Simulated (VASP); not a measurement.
AgPdS2: single point with PBEsol

Crystal: AgPdS2.

```
Ag Pd S
1.0
     3.27857    0.00000    0.00000
     0.00000    3.65454    0.00000
     0.00000    0.00000    5.73852
Ag Pd S
1 1 2
Cartesian
  1.6393 1.8273 2.8693
  0.0000 0.0000 0.0000
  1.6393 0.0000 1.5616
  1.6393 0.0000 4.1770
```

The cell comes from a database or a generator and needn't be the stable form of this composition.

The cell isn't the ideal one: O replaced by S, lengths x 1.112, strained and moved within the space group.

```
Program             : VASP 6.6.1
Task                : single point
Functional          : PBEsol
Potentials or basis : VASP PAW PBE potentials, release 64 (Ag, Pd, S)
Cutoff              : 520 eV
k mesh              : 6 × 6 × 4
Occupations         : gaussian, width 0.1 eV
Spin                : no spin polarisation
```

```
Pressure               : 23.4 GPa
Largest force          : 2.742 eV/Å
Band gap on the k mesh : none (metal or under the smearing width)
```

Forces on the atoms (eV/Å):
```
Ag   0.000  0.000  0.000
Pd   0.000  0.000  0.000
S    0.000  0.000 -2.742
S    0.000  0.000  2.742
```

Stress tensor (GPa, compression positive):
```
14.06  0.00  0.00
 0.00 24.64  0.00
 0.00  0.00 31.48
```

Levels at points of the mesh, in eV from the Fermi level:
| k point | band 12 | band 13 | band 14 | band 15 | band 16 | band 17 | band 18 | band 19 | band 20 | band 21 |
| --- | --- | --- | --- | --- | --- | --- | --- | --- | --- | --- |
| (0.00, 0.00, 0.00) | -3.38 | -2.89 | -2.78 | -2.74 | -0.86 | 1.77 | 2.37 | 2.72 | 4.47 | 5.86 |
| (0.50, 0.00, 0.00) | -3.45 | -3.23 | -3.07 | -2.51 | -1.78 | 1.03 | 1.13 | 2.91 | 4.66 | 5.86 |
| (0.00, 0.50, 0.00) | -3.88 | -3.00 | -1.72 | -1.67 | -1.47 | 1.00 | 1.25 | 2.06 | 5.64 | 6.65 |
| (0.50, 0.50, 0.00) | -4.15 | -3.27 | -2.78 | -2.34 | -1.94 | -1.21 | -0.10 | 3.57 | 4.36 | 5.37 |
| (0.00, 0.00, 0.50) | -3.59 | -2.78 | -2.05 | -1.70 | -1.38 | -0.17 | 0.35 | 3.07 | 4.63 | 5.87 |
| (0.50, 0.00, 0.50) | -3.44 | -3.19 | -3.09 | -3.03 | -2.20 | 1.31 | 1.85 | 3.34 | 5.23 | 5.65 |
| (0.00, 0.50, 0.50) | -4.61 | -2.97 | -2.63 | -2.05 | -1.76 | 0.32 | 1.71 | 3.44 | 5.30 | 5.53 |
| (0.50, 0.50, 0.50) | -3.45 | -3.40 | -2.78 | -1.80 | -1.22 | -0.57 | 0.79 | 1.38 | 2.68 | 6.81 |

It took 29 s on 1 thread of Intel(R) Xeon(R) 6975P-C (Granite Rapids), with other jobs on the host, peak memory 0.22 GiB.

Caveat: so large a pressure means that the cell lies far from this level's equilibrium, or that cutoff or potentials fall short; the potentials were made for another functional, which shifts forces and pressure.
